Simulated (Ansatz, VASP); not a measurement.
**VPt in VASP and in Ansatz**

```
V Pt
1.0
     2.65216    0.00000    0.00000
     0.00000    2.65216    0.00000
     0.00000    0.00000    3.83135
V Pt
1 1
Cartesian
  1.3261 1.3261 1.9157
  0.0000 0.0000 0.0000
```

Alike in both runs: functional LDA; k mesh 16 × 16 × 12; occupations gaussian, width 0.1 eV; no spin polarisation.

Ansatz relaxed the structure, and its values are those at the end. VASP's run is a single point on that final structure, the one shown.

|  | VASP | Ansatz |
| --- | --- | --- |
| version | VASP 6.6.1 | Ansatz 0.2.0 |
| potentials or method | VASP PAW LDA potentials, release 64 (V_sv, Pt) | scalar-relativistic, plane waves, PAW |
| plane-wave cutoff (eV) | 520 | 420 |
| valence electrons in the cell | 23 | 31 |

|  | VASP | Ansatz | Ansatz less VASP |
| --- | --- | --- | --- |
| gap on the k mesh at the Fermi level (eV) | none | none | - |
| pressure (GPa) | 0.8 | 0.0 | -0.78 |

A gap of «none» marks a metal or a gap that the smearing closes. The two sets of potentials don't hold the same shells in valence.

Spin-orbit coupling is left out, which matters for the levels of Pt.
